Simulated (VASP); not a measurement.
Write the native input for VASP 6.6.1 that does the following.

* Task: relaxation of cell and atoms
* Functional: PBE
* Potentials or basis: VASP PAW PBE potentials, release 64 (Nb_sv, B)
* Cutoff: 520 eV
* k mesh: 8 × 8 × 6
* Occupations: gaussian, width 0.1 eV
* Spin: no spin polarisation
* Further INCAR settings: ALGO = Normal; EDIFF = 1e-06; IBRION = 2; EDIFFG = -0.01; NSW = 90; ISIF = 3

The structure of Nb3B5 lies in POSCAR:

```
Nb3B5
1.0
    4.3890000000      0.0000000000      0.0000000000
    0.0000000000      4.3890000000      0.0000000000
    0.0000000000      0.0000000000      4.6050000000
Nb B
3 5
Direct
    0.0000000000      0.5000000000      0.5000000000
    0.5000000000      0.0000000000      0.5000000000
    0.0000000000      0.0000000000      0.0000000000
    0.7914103400      0.5000000000      0.0000000000
    0.2085896600      0.5000000000      0.0000000000
    0.5000000000      0.7914103400      0.0000000000
    0.5000000000      0.2085896600      0.0000000000
    0.0000000000      0.0000000000      0.5000000000
```

The cell was built by a generator and needn't be a form met in nature.

These files were run (other wordings do the same):

INCAR

```
  ALGO = Normal
  EDIFF = 1E-6
  EDIFFG = -0.01
  ENCUT = 520
  GGA = PE
  IBRION = 2
  ISIF = 3
  ISMEAR = 0
  KPAR = 4
  LASPH = T
  LCHARG = F
  LREAL = F
  LWAVE = F
  NELM = 120
  NSW = 90
  PREC = Accurate
  SIGMA = 0.1
```

KPOINTS

```
k-points
0
Gamma
  8 8 6
```

Potentials or basis: VASP PAW PBE potentials, release 64 (Nb_sv, B).

The run is started by

```bash
$ cat potpaw_PBE.64/Nb_sv/POTCAR potpaw_PBE.64/B/POTCAR > POTCAR
$ mpirun -np 4 vasp_std > vasp.out
```

It gave:

The relaxed volume is 11.10 Å³/atom and the relaxed cell is a = 4.378 Å, b = 4.378 Å, c = 4.633 Å, α = 90.00°, β = 90.00°, γ = 90.00°. The space group after relaxing (to 0.05 Å) is P4/mmm (No. 123), the energy gained by relaxing is 0.5 meV/atom and the ionic steps are 5. The pressure after relaxing is 0.0 GPa and the largest force after relaxing is 0.004 eV/Å. The band gap on the k mesh is none (metal or under the smearing width).

Run time: 2.5 min on 4 MPI ranks on Intel(R) Xeon(R) Platinum 8259CL CPU @ 2.50GHz (Skylake/Cascade Lake) (shared host), peak memory 0.29 GiB a rank.
